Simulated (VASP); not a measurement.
Output of a VASP run:

**OSZICAR**
```
       N       E                     dE             d eps       ncg     rms          rms(c)
DAV:   1     0.123014814763E+04    0.12301E+04   -0.27011E+04  1532   0.312E+03
DAV:   2     0.194385970593E+03   -0.10358E+04   -0.99717E+03  1224   0.938E+02
DAV:   3    -0.176685595494E+02   -0.21205E+03   -0.20327E+03  1264   0.261E+02
DAV:   4    -0.396037930935E+02   -0.21935E+02   -0.20985E+02  1472   0.838E+01
DAV:   5    -0.404503670131E+02   -0.84657E+00   -0.83154E+00  1384   0.164E+01    0.148E+01
DAV:   6    -0.399532271168E+02    0.49714E+00   -0.13387E+01  1520   0.119E+01    0.576E+00
DAV:   7    -0.390951543220E+02    0.85807E+00   -0.50084E+00  1412   0.819E+00    0.358E+00
DAV:   8    -0.390033073405E+02    0.91847E-01   -0.50407E-01  1336   0.350E+00    0.909E-01
DAV:   9    -0.390021903391E+02    0.11170E-02   -0.71710E-02  1464   0.142E+00    0.562E-01
DAV:  10    -0.390006531325E+02    0.15372E-02   -0.65828E-03  1360   0.439E-01    0.213E-01
DAV:  11    -0.390007977229E+02   -0.14459E-03   -0.10408E-03  1564   0.133E-01    0.646E-02
DAV:  12    -0.390007919428E+02    0.57801E-05   -0.17348E-04  1368   0.698E-02    0.343E-02
DAV:  13    -0.390007912239E+02    0.71884E-06   -0.28650E-05  1420   0.331E-02    0.450E-03
DAV:  14    -0.390007908463E+02    0.37760E-06   -0.24234E-06  1048   0.885E-03
   1 F= -.39000791E+02 E0= -.38931277E+02  d E =-.139028E+00  mag=    -0.0000     0.0000    -0.0000
```

OUTCAR:
```
------------------------ aborting loop because EDIFF is reached ----------------------------------------
  FORCE on cell =-STRESS in cart. coord.  units (eV):
  Direction    XX          YY          ZZ          XY          YZ          ZX
  --------------------------------------------------------------------------------------
  Total      -13.4568210    -13.4568210    -10.1348079      0.0000000      0.0000000      0.0000000
  in kB     -177.8937010   -177.8937010   -133.9780387      0.0000000      0.0000000      0.0000000
  external PRESSURE =    -163.2551469 kB  Pullay stress =       0.0000000 kB
  volume of cell :      121.20
      direct lattice vectors                 reciprocal lattice vectors
    -3.351797000  3.351797000  2.696976000     0.000000000  0.149173712  0.185392825
     3.351797000 -3.351797000  2.696976000     0.149173712  0.000000000  0.185392825
     3.351797000  3.351797000 -2.696976000     0.149173712  0.149173712  0.000000000
 POSITION                                       TOTAL-FORCE (eV/Angst)
 -----------------------------------------------------------------------------------
      4.41096      1.05917     -0.00000        -0.168489     -0.168489      0.000000
      1.05917      2.29263      0.00000        -0.168489      0.168489      0.000000
      2.29263      1.05917      2.69698         0.168489     -0.168489      0.000000
     -1.05917      2.29263      2.69698         0.168489      0.168489     -0.000000
      0.00000      0.00000      4.04546        -0.000000      0.000000      0.000000
      0.00000      0.00000      1.34849        -0.000000      0.000000      0.000000
 -----------------------------------------------------------------------------------
    total drift:                               -0.000000      0.000000     -0.000000
  FREE ENERGIE OF THE ION-ELECTRON SYSTEM (eV)
  ---------------------------------------------------
  free  energy   TOTEN  =       -39.0007908463 eV

  energy  without entropy=      -38.8617631143  energy(sigma->0) =      -38.93127698

 total charge

# of ion       s       p       d       tot
------------------------------------------
    1        1.177   0.974  10.009  12.161
    2        1.177   0.974  10.009  12.161
    3        1.177   0.974  10.009  12.161
    4        1.177   0.974  10.009  12.161
    5        2.272   6.123   3.875  12.269
    6        2.272   6.123   3.875  12.269
--------------------------------------------------
tot          9.253  16.143  47.786  73.182

 magnetization (x)

# of ion       s       p       d       tot
------------------------------------------
    1       -0.000   0.000  -0.000  -0.000
    2        0.000  -0.000   0.000   0.000
    3        0.000  -0.000   0.000   0.000
    4       -0.000   0.000  -0.000  -0.000
    5        0.000  -0.000   0.000  -0.000
    6        0.000  -0.000   0.000  -0.000
--------------------------------------------------
tot         -0.000  -0.000   0.000  -0.000

 magnetization (y)

# of ion       s       p       d       tot
------------------------------------------
    1        0.000   0.000   0.000   0.000
    2       -0.000   0.000  -0.000  -0.000
    3       -0.000   0.000  -0.000  -0.000
    4        0.000   0.000   0.000   0.000
    5        0.000   0.000   0.000   0.000
    6        0.000   0.000   0.000   0.000
--------------------------------------------------
tot          0.000   0.000   0.000   0.000

 magnetization (z)

# of ion       s       p       d       tot
...
```
(Selected blocks of OUTCAR.)

POSCAR:
```
Ge2Mo
1
   -3.3517970000     3.3517970000     2.6969760000
    3.3517970000    -3.3517970000     2.6969760000
    3.3517970000     3.3517970000    -2.6969760000
Ge Mo
4 2
Direct
  0.1580000000   0.6580000000   0.8160000000
  0.3420000000   0.1580000000   0.5000000000
  0.6580000000   0.8420000000   0.5000000000
  0.8420000000   0.3420000000   0.1840000000
  0.7500000000   0.7500000000   0.0000000000
  0.2500000000   0.2500000000   0.0000000000
```

Task: Write an INCAR and KPOINTS that could have produced this output.

Result: One answer among several that fit: the input of the run itself, PBE GGA with spin-orbit coupling, plane waves, VASP's PBE PAW potentials (set 64).

KPOINTS:
```
Regular mesh
0
gamma
3 3 3
```

**INCAR**
```
MAGMOM  =  18*0.0
ALGO  =  Normal
EDIFF  =  1E-6
LORBIT  =  11
LWAVE  =  .FALSE.
LMAXMIX  =  4   ! l cut-off of mixed one-centre charges
ENCUT  =  300   ! plane-wave cut-off (eV)
SYSTEM  =  Ge2Mo
ISIF  =  2   ! forces and stress, cell fixed
LNONCOLLINEAR  =  .TRUE.
LCHARG  =  .FALSE.
GGA  =  PE   ! PBE
GGA_COMPAT  =  .FALSE.
ISMEAR  =  -1   ! Fermi-Dirac
LREAL  =  .FALSE.   ! projection in real space or not
LSORBIT  =  .TRUE.
PREC  =  Accurate
LASPH  =  .TRUE.
SIGMA  =  0.1   ! width (eV)
NELM  =  100   ! most electronic steps
```

POTCAR, in this order: Ge_d Mo_sv (PBE.64 set). Program: vasp_ncl.

At this cut-off the stress carries a Pulay error, which pulls relaxed volumes low.

The structure was generated: Ge2Mo was put into an ordered model structure, which need not be its known phase. The cell was not relaxed at this level. The k-mesh is coarse (spacing up to 0.50 per Å, 2π included), so the numbers may not be converged in it. The run is one of a series of settings (GGA_COMPAT = .FALSE., LNONCOLLINEAR = .TRUE., LSORBIT = .TRUE., MAGMOM = 0.0 0.0 0.0 0.0 0.0 0.0 0.0 0.0 0.0 0.0 0.0 0.0 0.0 0.0 0.0 0.0 0.0 0.0, program vasp_ncl against the base run), some of them coarse on purpose.
